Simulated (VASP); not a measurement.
Here is the system:

```
CELL_PARAMETERS angstrom
      4.18453     0.00000     0.00000
      0.00000     4.18453     0.00000
      0.00000     0.00000     7.30359
ATOMIC_POSITIONS crystal
  Sr 0.00000 0.50000 0.81394
  Sr 0.50000 0.00000 0.18606
  Br 0.50000 0.00000 0.64639
  Br 0.00000 0.50000 0.35361
  F  0.50000 0.50000 0.00000
  F  0.00000 0.00000 0.00000
```

The numbers are results of PBEsol GGA with spin-orbit coupling, VASP's PBE PAW potentials (set 64) (plane waves; VASP), not measurements. Run with 520 eV cut-off, 5×5×3 Γ-centred mesh, Gaussian smearing of 0.050 eV, potentials Sr_sv Br F.

Problem. Give the energies of bands 41 to 54 at the high-symmetry points, in eV from the valence-band maximum.

Solution. 
```json
[
 {"band": "41", "Γ": "-1.07", "X": "-0.88", "M": "-1.11", "Z": "-1.02", "R": "-0.85", "A": "-1.07"},
 {"band": "42", "Γ": "-1.07", "X": "-0.88", "M": "-1.11", "Z": "-1.02", "R": "-0.85", "A": "-1.07"},
 {"band": "43", "Γ": "-0.57", "X": "-0.88", "M": "-1.11", "Z": "-0.99", "R": "-0.85", "A": "-1.07"},
 {"band": "44", "Γ": "-0.57", "X": "-0.88", "M": "-1.11", "Z": "-0.99", "R": "-0.85", "A": "-1.07"},
 {"band": "45", "Γ": "-0.10", "X": "-0.47", "M": "-0.73", "Z": "-0.32", "R": "-0.36", "A": "-0.77"},
 {"band": "46", "Γ": "-0.10", "X": "-0.47", "M": "-0.73", "Z": "-0.32", "R": "-0.36", "A": "-0.77"},
 {"band": "47", "Γ": "0.00", "X": "-0.47", "M": "-0.73", "Z": "-0.05", "R": "-0.36", "A": "-0.77"},
 {"band": "48", "Γ": "0.00", "X": "-0.47", "M": "-0.73", "Z": "-0.05", "R": "-0.36", "A": "-0.77"},
 {"band": "49", "Γ": "4.86", "X": "5.88", "M": "6.38", "Z": "5.51", "R": "6.00", "A": "7.05"},
 {"band": "50", "Γ": "4.86", "X": "5.88", "M": "6.38", "Z": "5.51", "R": "6.00", "A": "7.05"},
 {"band": "51", "Γ": "4.92", "X": "5.88", "M": "6.38", "Z": "5.65", "R": "6.00", "A": "7.05"},
 {"band": "52", "Γ": "4.92", "X": "5.88", "M": "6.38", "Z": "5.65", "R": "6.00", "A": "7.05"},
 {"band": "53", "Γ": "5.78", "X": "6.51", "M": "7.45", "Z": "6.13", "R": "7.13", "A": "7.46"},
 {"band": "54", "Γ": "5.78", "X": "6.51", "M": "7.45", "Z": "6.13", "R": "7.15", "A": "7.46"}
]
```

The gap is direct, 4.86 eV, from the valence maximum at Γ to the conduction minimum at Γ.

The structure comes from a computed database's SrBrF entry (P4/nmm); how it stands against other phases isn't given here. It was relaxed first.
